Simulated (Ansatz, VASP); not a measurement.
# Cross-check of MoS2 between VASP and Ansatz, part 3 of 3

Aim: how closely do two programs agree when they are given the same cell, functional and k mesh?  The cell comes out of the VASP series on this material, whose earlier steps may have relaxed, scaled or displaced it; both programs get it as it stands.

VASP 6.6.1 and Ansatz 0.2.0.

So far: The starting structure; Ansatz: zone-centre phonons, PBE; VASP: zone-centre phonons, PBE.

## 3. VASP: zone-centre phonons, PBE (continued)

Level of this step: PBE, no spin polarisation; plane waves and PAW (Mo_sv, S) (VASP).

Numbers of over 12 decimals in the logs are rounded to 6 here.

From OUTCAR (step 3):

```text
ion  position               nearest neighbor table
   1  0.333  0.667  0.250-   4 2.41   6 2.41   4 2.41   6 2.41   4 2.41   6 2.41
   2  0.667  0.333  0.750-   3 2.41   5 2.41   3 2.41   5 2.41   3 2.41   5 2.41
   3  0.333  0.667  0.635-   2 2.41   2 2.41   2 2.41
   4  0.667  0.333  0.135-   1 2.41   1 2.41   1 2.41
   5  0.333  0.667  0.865-   2 2.41   2 2.41   2 2.41
   6  0.667  0.333  0.365-   1 2.41   1 2.41   1 2.41

  LATTYP: Found a hexagonal cell.
 ALAT       =     3.1830027894
 C/A-ratio  =     4.2492115890

 Subroutine GETGRP returns: Found 24 space group operations
 (whereof 12 operations were pure point group operations)

The static configuration has the point symmetry D_3d.
 The point group associated with its full space group is D_6h.

 Found     16 irreducible k-points:

   k-points           NKPTS =     16   k-points in BZ     NKDIM =     16   number of bands    NBANDS=     32

   dimension x,y,z NGX =    24 NGY =   24 NGZ =   90
   dimension x,y,z NGXF=    48 NGYF=   48 NGZF=  180

   ENCUT  =  400.0 eV  29.40 Ry    5.42 a.u.   5.19  5.19 22.06*2*pi/ulx,y,z

   NELECT =      52.0000    total number of electrons

 k-points in reciprocal lattice and weights: Automatic mesh
   0.00000000  0.00000000  0.00000000       0.010
   0.14285714 -0.00000000  0.00000000       0.061
   0.28571429 -0.00000000  0.00000000       0.061
   0.42857143 -0.00000000  0.00000000       0.061
   0.14285714  0.14285714  0.00000000       0.061
   0.28571429  0.14285714  0.00000000       0.122
   0.42857143  0.14285714  0.00000000       0.061
   0.28571429  0.28571429  0.00000000       0.061
   0.00000000  0.00000000  0.50000000       0.010
[...]
0.42857143  0.14285714  0.50000000       0.061
   0.28571429  0.28571429  0.50000000       0.061

 average (electrostatic) potential at core
       1 -76.0197       2 -76.0197       3 -85.6896       4 -85.6896       5 -85.6896
       6 -85.6896

  Total       -0.0391002     -0.0391002      0.0405648      0.0000000      0.0000000     -0.0000000
  in kB       -0.5278849     -0.5278849      0.5476579      0.0000000      0.0000000     -0.0000000
  external PRESSURE =      -0.1693706 kB  Pullay stress =       0.0000000 kB

  energy-cutoff  :      400.00
  volume of cell :      118.67
      direct lattice vectors                 reciprocal lattice vectors
     3.183002789  0.000000000  0.000000000     0.314168748  0.181385411  0.000000000
    -1.591501395  2.756561276  0.000000000     0.000000000  0.362770822  0.000000000
     0.000000000  0.000000000 13.525252340     0.000000000  0.000000000  0.073935774

 POSITION                                       TOTAL-FORCE (eV/Angst)
 -----------------------------------------------------------------------------------
     -0.00000      1.83771      3.38131        -0.000000      0.000000     -0.000000
      1.59150      0.91885     10.14394         0.000000     -0.000000     -0.000000
     -0.00000      1.83771      8.58190        -0.000000      0.000000      0.002787
      1.59150      0.91885      1.81928         0.000000      0.000000      0.002787
[...]
2     0.00000     0.47064    -0.00000
    3    -0.00000    -0.00000     0.16955

 Eigenvectors and eigenvalues of the dynamical matrix
 ----------------------------------------------------

   1 f  =   13.751444 THz    86.402872 2PiTHz  458.698802 cm-1    56.871378 meV
             X         Y         Z           dx          dy          dz
     -0.000000  1.837708  3.381313     0.000000    0.000000   -0.446199
      1.591501  0.918854 10.143939     0.000000   -0.000000    0.446199
     -0.000000  1.837708  8.581902    -0.000000    0.000000   -0.387883
      1.591501  0.918854  1.819276    -0.000000   -0.000000    0.387883
     -0.000000  1.837708 11.705977    -0.000000    0.000000   -0.387883
      1.591501  0.918854  4.943350    -0.000000   -0.000000    0.387883

   2 f  =   13.711930 THz    86.154596 2PiTHz  457.380744 cm-1    56.707959 meV
             X         Y         Z           dx          dy          dz
     -0.000000  1.837708  3.381313    -0.000000   -0.000000    0.447655
      1.591501  0.918854 10.143939     0.000000   -0.000000    0.447655
     -0.000000  1.837708  8.581902    -0.000000    0.000000   -0.387043
      1.591501  0.918854  1.819276     0.000000    0.000000   -0.387043
     -0.000000  1.837708 11.705977    -0.000000    0.000000   -0.387043
      1.591501  0.918854  4.943350     0.000000    0.000000   -0.387043

   3 f  =   11.923200 THz    74.915675 2PiTHz  397.715144 cm-1    49.310371 meV
             X         Y         Z           dx          dy          dz
     -0.000000  1.837708  3.381313    -0.000000   -0.000000    0.000000
      1.591501  0.918854 10.143939     0.000000    0.000000   -0.000000
     -0.000000  1.837708  8.581902    -0.000000   -0.000000    0.500000
      1.591501  0.918854  1.819276     0.000000    0.000000   -0.500000
     -0.000000  1.837708 11.705977    -0.000000   -0.000000   -0.500000
      1.591501  0.918854  4.943350     0.000000    0.000000    0.500000

   4 f  =   11.907361 THz    74.816154 2PiTHz  397.186802 cm-1    49.244865 meV
             X         Y         Z           dx          dy          dz
     -0.000000  1.837708  3.381313    -0.000000   -0.000000    0.000000
      1.591501  0.918854 10.143939    -0.000000   -0.000000    0.000000
     -0.000000  1.837708  8.581902     0.000000    0.000000   -0.500000
      1.591501  0.918854  1.819276     0.000000    0.000000   -0.500000
     -0.000000  1.837708 11.705977     0.000000    0.000000    0.500000
      1.591501  0.918854  4.943350     0.000000    0.000000    0.500000

   5 f  =   11.183359 THz    70.267119 2PiTHz  373.036715 cm-1    46.250637 meV
             X         Y         Z           dx          dy          dz
     -0.000000  1.837708  3.381313    -0.447024   -0.000001   -0.000000
      1.591501  0.918854 10.143939     0.447024    0.000001    0.000000
     -0.000000  1.837708  8.581902    -0.387408   -0.000001   -0.000000
      1.591501  0.918854  1.819276     0.387408    0.000001    0.000000
     -0.000000  1.837708 11.705977    -0.387408   -0.000001    0.000000
      1.591501  0.918854  4.943350     0.387408    0.000001   -0.000000

   6 f  =   11.183359 THz    70.267119 2PiTHz  373.036715 cm-1    46.250637 meV
             X         Y         Z           dx          dy          dz
     -0.000000  1.837708  3.381313     0.000001   -0.447024    0.000000
      1.591501  0.918854 10.143939    -0.000001    0.447024    0.000000
     -0.000000  1.837708  8.581902     0.000001   -0.387408   -0.000000
      1.591501  0.918854  1.819276    -0.000001    0.387408    0.000000
     -0.000000  1.837708 11.705977     0.000001   -0.387408    0.000000
      1.591501  0.918854  4.943350    -0.000001    0.387408   -0.000000

   7 f  =   11.178611 THz    70.237285 2PiTHz  372.878329 cm-1    46.231000 meV
             X         Y         Z           dx          dy          dz
     -0.000000  1.837708  3.381313    -0.447365   -0.000002   -0.000000
      1.591501  0.918854 10.143939    -0.447365   -0.000002   -0.000000
     -0.000000  1.837708  8.581902     0.387211    0.000002    0.000000
      1.591501  0.918854  1.819276     0.387211    0.000002    0.000000
     -0.000000  1.837708 11.705977     0.387211    0.000002   -0.000000
      1.591501  0.918854  4.943350     0.387211    0.000002   -0.000000

   8 f  =   11.178611 THz    70.237285 2PiTHz  372.878329 cm-1    46.231000 meV
             X         Y         Z           dx          dy          dz
     -0.000000  1.837708  3.381313    -0.000002    0.447365   -0.000000
      1.591501  0.918854 10.143939    -0.000002    0.447365    0.000000
     -0.000000  1.837708  8.581902     0.000002   -0.387211   -0.000000
      1.591501  0.918854  1.819276     0.000002   -0.387211   -0.000000
     -0.000000  1.837708 11.705977     0.000002   -0.387211    0.000000
      1.591501  0.918854  4.943350     0.000002   -0.387211    0.000000

   9 f  =    8.298631 THz    52.141837 2PiTHz  276.812538 cm-1    34.320365 meV
             X         Y         Z           dx          dy          dz
     -0.000000  1.837708  3.381313     0.000000   -0.000000   -0.000000
      1.591501  0.918854 10.143939    -0.000000   -0.000000   -0.000000
     -0.000000  1.837708  8.581902    -0.500000   -0.000002    0.000000
      1.591501  0.918854  1.819276    -0.500000   -0.000002   -0.000000
     -0.000000  1.837708 11.705977     0.500000    0.000002   -0.000000
      1.591501  0.918854  4.943350     0.500000    0.000002   -0.000000

  10 f  =    8.298631 THz    52.141837 2PiTHz  276.812538 cm-1    34.320365 meV
             X         Y         Z           dx          dy          dz
     -0.000000  1.837708  3.381313    -0.000000   -0.000000   -0.000000
      1.591501  0.918854 10.143939    -0.000000    0.000000   -0.000000
     -0.000000  1.837708  8.581902    -0.000002    0.500000   -0.000000
      1.591501  0.918854  1.819276    -0.000002    0.500000   -0.000000
     -0.000000  1.837708 11.705977     0.000002   -0.500000   -0.000000
      1.591501  0.918854  4.943350     0.000002   -0.500000    0.000000

  11 f  =    8.283761 THz    52.048407 2PiTHz  276.316533 cm-1    34.258868 meV
             X         Y         Z           dx          dy          dz
     -0.000000  1.837708  3.381313     0.000000    0.000000   -0.000000
      1.591501  0.918854 10.143939     0.000000   -0.000000   -0.000000
     -0.000000  1.837708  8.581902     0.500000   -0.000001   -0.000000
      1.591501  0.918854  1.819276    -0.500000    0.000001   -0.000000
     -0.000000  1.837708 11.705977    -0.500000    0.000001    0.000000
      1.591501  0.918854  4.943350     0.500000   -0.000001   -0.000000

  12 f  =    8.283761 THz    52.048407 2PiTHz  276.316533 cm-1    34.258868 meV
             X         Y         Z           dx          dy          dz
     -0.000000  1.837708  3.381313    -0.000000   -0.000000   -0.000000
      1.591501  0.918854 10.143939     0.000000   -0.000000    0.000000
     -0.000000  1.837708  8.581902    -0.000001   -0.500000    0.000000
      1.591501  0.918854  1.819276     0.000001    0.500000   -0.000000
     -0.000000  1.837708 11.705977     0.000001    0.500000   -0.000000
      1.591501  0.918854  4.943350    -0.000001   -0.500000   -0.000000

  13 f  =    0.738940 THz     4.642894 2PiTHz   24.648369 cm-1     3.056007 meV
             X         Y         Z           dx          dy          dz
     -0.000000  1.837708  3.381313     0.000000    0.000000   -0.548549
      1.591501  0.918854 10.143939     0.000000    0.000000    0.548549
     -0.000000  1.837708  8.581902     0.000000    0.000000    0.315510
      1.591501  0.918854  1.819276     0.000000    0.000000   -0.315510
     -0.000000  1.837708 11.705977     0.000000    0.000000    0.315510
      1.591501  0.918854  4.943350     0.000000    0.000000   -0.315510
    [... 43 further lines ...]
     -0.000000  1.837708 11.705977    -0.285993   -0.135187    0.000000
      1.591501  0.918854  4.943350    -0.285993   -0.135187    0.000000

 MACROSCOPIC STATIC DIELECTRIC TENSOR IONIC CONTRIBUTION
 ------------------------------------------------------
           0.137539    -0.000000    -0.000000
          -0.000000     0.137539    -0.000000
          -0.000000    -0.000000     0.011857
 ------------------------------------------------------

 ELASTIC MODULI CONTR FROM IONIC RELAXATION (kBar)
 Direction    XX          YY          ZZ          XY          YZ          ZX
 --------------------------------------------------------------------------------
 XX        -389.7790   -155.6978   -806.6057     -0.0000     -0.0000      0.0000
 YY        -155.6978   -389.7790   -806.6057      0.0000      0.0000     -0.0000
 ZZ        -806.6057   -806.6057  -2385.4831     -0.0000     -0.0000      0.0000
 XY          -0.0000      0.0000     -0.0000   -117.0406      0.0000     -0.0000
 YZ           0.0000      0.0000     -0.0000      0.0000  -1258.1952      0.0000
 ZX           0.0000     -0.0000      0.0000     -0.0000      0.0000   -995.9200
 --------------------------------------------------------------------------------

 PIEZOELECTRIC TENSOR IONIC CONTR  for field in x, y, z        (C/m^2)
          XX          YY          ZZ          XY          YZ          ZX
  --------------------------------------------------------------------------------
  x     0.00000    -0.00000    -0.00000    -0.00000     0.00000     0.00000
  y    -0.00000     0.00000    -0.00000    -0.00000    -0.00000    -0.00000
  z    -0.00000     0.00000    -0.00000    -0.00000     0.00000    -0.00000
```

This run has no spin polarisation, although Mo can carry a moment. Energies printed during the response cycles are not total energies of the cell. The dielectric response converges more slowly with the mesh than energies do, so tensor and charges may still move on a finer one. LASPH is off, so gradient terms of the non-spherical density inside the spheres are left out; for open d or f shells this can shift gaps and moments.

## 4. Differences

Known differences besides the PAW data sets themselves: the cutoff is 420 eV in Ansatz and 400 eV in VASP; VASP leaves aspherical gradient terms in its spheres out (LASPH is not set), Ansatz keeps them. Total energies have different zeros and are not compared.

The two programs side by side:

| quantity | Ansatz | VASP | difference |
| --- | --- | --- | --- |
| ε∞ xx | 13.95 | 13.69 | +1.90 % |
| ε∞ yy | 13.95 | 13.69 | +1.90 % |
| ε∞ zz | 4.34 | 4.35 | -0.22 % |
| Born charge of Mo1 (mean of the diagonal) (e) | -0.78 | -0.74 | -0.04 |
| Born charge of S3 (mean of the diagonal) (e) | 0.39 | 0.37 | +0.02 |
| mode 4 to 5 (cm⁻¹) | 12.3 | 9.8 | +2.5 |
| mode 6 (cm⁻¹) | 22.6 | 24.6 | -2.1 |
| mode 7 to 8 (cm⁻¹) | 276.7 | 276.3 | +0.14 % |
| mode 9 to 10 (cm⁻¹) | 277.0 | 276.8 | +0.08 % |
| mode 11 to 12 (cm⁻¹) | 373.5 | 372.9 | +0.16 % |
| mode 13 to 14 (cm⁻¹) | 373.5 | 373.0 | +0.13 % |
| mode 15 (cm⁻¹) | 397.1 | 397.2 | -0.01 % |
| mode 16 (cm⁻¹) | 398.1 | 397.7 | +0.10 % |
| mode 17 (cm⁻¹) | 457.9 | 457.4 | +0.12 % |
| mode 18 (cm⁻¹) | 459.1 | 458.7 | +0.09 % |

## 5. VASP: elastic constants, PBE

Elastic constants are differences of stresses under small strains, so they test the stress and the mesh.

Contents of INCAR:

```
SYSTEM = MoS2
PREC = Accurate
ENCUT = 500
EDIFF = 1E-07
NELM = 100
ISMEAR = 0
SIGMA = 0.05
LREAL = .FALSE.
ALGO = Normal
GGA = PE
NBANDS = 32
LORBIT = 11
LWAVE = .FALSE.
LCHARG = .FALSE.
KPAR = 4
IBRION = 6
NFREE = 2
POTIM = 0.015
ISIF = 3
NSW = 1
```

Contents of POSCAR:

```
MoS2
1.0
    3.1830027894      0.0000000000      0.0000000000
   -1.5915013947      2.7565612759      0.0000000000
    0.0000000000      0.0000000000     13.5252523405
Mo S
2 4
Direct
    0.3333333333      0.6666666667      0.2500000000
    0.6666666667      0.3333333333      0.7500000000
    0.3333333333      0.6666666667      0.6345095549
    0.6666666667      0.3333333333      0.1345095549
    0.3333333333      0.6666666667      0.8654904451
    0.6666666667      0.3333333333      0.3654904451
```

Contents of KPOINTS:

```
Automatic mesh
0
Gamma
7 7 2
0 0 0
```

The projector-augmented-wave data sets are Mo_sv and S (PBE family, release 64).

Launch:

```bash
> mpirun -np 4 vasp_std
```

What it wrote:

```text
[... set-up lines as in an earlier step ...]
 entering main loop
       N       E                     dE             d eps       ncg     rms          rms(c)
DAV:   1     0.437553013737E+03    0.43755E+03   -0.28803E+04  1160   0.148E+03
DAV:   2    -0.234250514993E+02   -0.46098E+03   -0.45050E+03  1304   0.376E+02
DAV:   3    -0.462617116770E+02   -0.22837E+02   -0.22640E+02  1336   0.758E+01
DAV:   4    -0.467189893686E+02   -0.45728E+00   -0.45580E+00  1280   0.107E+01
[...]
DAV:  15    -0.436929303583E+02   -0.10712E-05   -0.24317E-06  1232   0.669E-03    0.600E-03
DAV:  16    -0.436929302291E+02    0.12918E-06   -0.11615E-06  1152   0.595E-03    0.175E-03
DAV:  17    -0.436929303036E+02   -0.74466E-07   -0.67240E-08   832   0.154E-03
   1 F= -.43692930E+02 E0= -.43692930E+02  d E =-.836715E-18
[... from here on, the cycles between the ionic steps are left out ...]
   2 F= -.43676777E+02 E0= -.43676777E+02  d E =-.437580E-12
   3 F= -.43671021E+02 E0= -.43671021E+02  d E =-.951550E-31
  13 F= -.43682941E+02 E0= -.43682941E+02  d E =-.105525E-17
  14 F= -.43690719E+02 E0= -.43690719E+02  d E =-.240365E-19
  15 F= -.43690719E+02 E0= -.43690719E+02  d E =-.140967E-19
  16 F= -.43689598E+02 E0= -.43689598E+02  d E =-.167227E-17
  17 F= -.43689598E+02 E0= -.43689598E+02  d E =-.167287E-17
  18 F= -.43691869E+02 E0= -.43691869E+02  d E =-.105058E-18
  19 F= -.43691869E+02 E0= -.43691869E+02  d E =-.101879E-18
  20 F= -.43691129E+02 E0= -.43691129E+02  d E =-.322078E-17
  21 F= -.43690974E+02 E0= -.43690974E+02  d E =-.432753E-18
 Finite differences progress:
  Degree of freedom:  10/ 10
  Displacement:        2/  2
  Total:              20/ 20
```

OUTCAR, selected parts (step 5):

```text
  Total        0.0013681      0.0013681     -0.2089753      0.0000000      0.0000000      0.0000000
[...]
--------------------------------------------------------------------------------

[... 1 part as in an earlier step ...]

[... 1 further part left out ...]
[key lines of the parts left out:]
E-fermi :   6.2616
```

The last energy, forces, stress and levels in OUTCAR belong to the last displaced cell, not to the cell of POSCAR.

## 6. Ansatz: elastic constants, PBE

The same cell, functional, mesh and smearing now go to Ansatz, which takes its cutoff from its data sets.

The cell comes out of the VASP series on this material, whose earlier steps may have relaxed, scaled or displaced it; both programs get it as it stands.

Contents of input.yaml:

```yaml
crystal:
  lattice:
    - [3.1830027894, 0.0, 0.0]
    - [-1.5915013947, 2.7565612759, 0.0]
    - [0.0, 0.0, 13.5252523405]
  atoms:
    - { symbol: Mo, position: [0.3333333333, 0.6666666667, 0.25] }
    - { symbol: Mo, position: [0.6666666667, 0.3333333333, 0.75] }
    - { symbol: S, position: [0.3333333333, 0.6666666667, 0.6345095549] }
    - { symbol: S, position: [0.6666666667, 0.3333333333, 0.1345095549] }
    - { symbol: S, position: [0.3333333333, 0.6666666667, 0.8654904451] }
    - { symbol: S, position: [0.6666666667, 0.3333333333, 0.3654904451] }
hamiltonian:
  xc: pbe
  pseudopotentials: { kind: paw }
kpoints:
  mp_grid: { grid: [7, 7, 2] }
scf:
  occupations: { method: gaussian, width: 0.05 }
elastic:
  mode: relaxed_ion
  stencil: two_point
output:
  forces: true
  stress: true
```

Launch:

```bash
> ansatz run input.yaml --threads 4 --pin off --max-ram 9216MiB --backend cpu --events-out ev --progress --plain --runs-dir out
```

What it wrote:

```text
[...]
Crystal: 6 atoms, lattice volume = 118.672 Å³
Basis set: ecut = 420 eV, 2361 PW (Γ), exchange–correlation on 48×48×192 points (8 copies of the dense FFT grid, shifted against one another)
Bands: 32, of which v1, the nominal top of the filled ones, is band 26 counted from 1 (25 counted from 0)
Symmetry: 24 space group operations
[...]
k-points: 16 of 98
[...]
2.000e-3      -0.3814      -13525.6323926      10    9187   2361   relax 3 steps, max|allowed force component| 1.10e-6 eV/Å
[...]
δ    σ_23 (GPa)             F (eV)   n_scf  n_hpsi   n_pw
    -2.000e-3      -0.0056      -13525.6318131      10   18524   2361   relax 4 steps, max|allowed force component| 4.29e-6 eV/Å
     2.000e-3       0.0056      -13525.6318131      10   18598   2361   relax 4 steps, max|allowed force component| 3.34e-6 eV/Å
[key lines of the parts left out:]
SCF converged after 10 iterations
Free energy (F): -13525.631820 eV
Fermi energy:    9.745550 eV
P = ⅓ Tr σ = 0.3162 GPa (3.162 kbar)
```

Run time: 91 s. Hardware: 4 threads of Arm Neoverse N1, shared host; peak memory 0.5 GiB.

## 7. Comparison

What differs besides the data sets and the points named for the pairs above, as far as they apply: the cutoff is 420 eV in Ansatz and 500 eV in VASP. Total energies have different zeros and are not compared.

Compared:

| quantity | Ansatz | VASP | difference |
| --- | --- | --- | --- |
| C11 (GPa) | 195.8 | 195.9 | -0.08 % |
| C22 (GPa) | 195.8 | 195.9 | -0.08 % |
| C33 (GPa) | 9.3 | 8.9 | +4.49 % |
| C12 (GPa) | 49.0 | 48.7 | +0.51 % |
| C13 (GPa) | 2.6 | 2.4 | +11.39 % |
| C23 (GPa) | 2.6 | 2.4 | +11.39 % |
| C44 (GPa) | 2.8 | 2.8 | +0.36 % |
| C55 (GPa) | 2.8 | 2.8 | +0.36 % |
| C66 (GPa) | 73.4 | 73.6 | -0.29 % |

## 8. Outcome

| Item | Value |
| --- | --- |
| difference in mode 4 to 5 (zone-centre phonons, PBE) | 2.5 cm⁻¹ |
| difference in ε∞ xx (zone-centre phonons, PBE) | +1.9 % |
| difference in C13 (elastic constants, PBE) | 11 % |

What this shows: The difference in C13 is 11 % (elastic constants, PBE), beyond the 5 % picked in this series as the mark of a large difference. Among the rows given in per cent, the largest difference of the zone-centre phonons, PBE pair is in ε∞ xx, +1.9 %; the dielectric tensor converges slowly with the mesh, which Ansatz refines and VASP takes as typed. Differences of this kind measure data sets and numerical settings, not the functional's error against experiment.

[Lines on the potential files, build, host, timing and source positions are cut from VASP's logs without a mark.]

[Logs are printed without paths, hosts, clocks, repeated set-up lines and the standing remarks that a program may print on its own settings, such as how far it seeks lower states.]

[Hosts, paths, dates, database ids (printed as entryN), source tags and the programs' standing remarks are cut or masked in the printed files.]
